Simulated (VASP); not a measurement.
Consider the following.

```
AgMn3N
1.0
    3.73017     0.00000     0.00000
    0.00000     3.73017     0.00000
    0.00000     0.00000     3.73017
Mn Ag N
3 1 1
Cartesian
  0.00000   1.86509   1.86509
  1.86509   0.00000   1.86509
  1.86509   1.86509   0.00000
  0.00000   0.00000   0.00000
  1.86509   1.86509   1.86509
```

Method: LDA (Ceperley-Alder, Perdew-Zunger), VASP's LDA PAW potentials (set 64) (plane waves; VASP). Run with 520 eV cut-off, 9×9×9 Γ-centred mesh, tetrahedra with Blöchl corrections, potentials Mn_pv Ag N.

The cores are frozen, which limits the accuracy of field gradients.

### Question
Give the principal components of the electric field gradient (V/Å²) and the asymmetry η at each nucleus.

### Answer

```tsv
atom	Vxx	Vyy	Vzz	η
Mn1	40.3	40.3	-80.7	0.00
Mn2	40.3	40.3	-80.7	0.00
Mn3	40.3	40.3	-80.7	0.00
Ag4	0.0	0.0	0.0	-
N5	0.0	0.0	0.0	-
```

The structure comes from a computed database's Mn3AgN entry (Pm-3m); how it stands against other phases isn't given here. It was relaxed first, which changed the volume by -19 %. The run is not spin-polarised, so no magnetic state was tried.
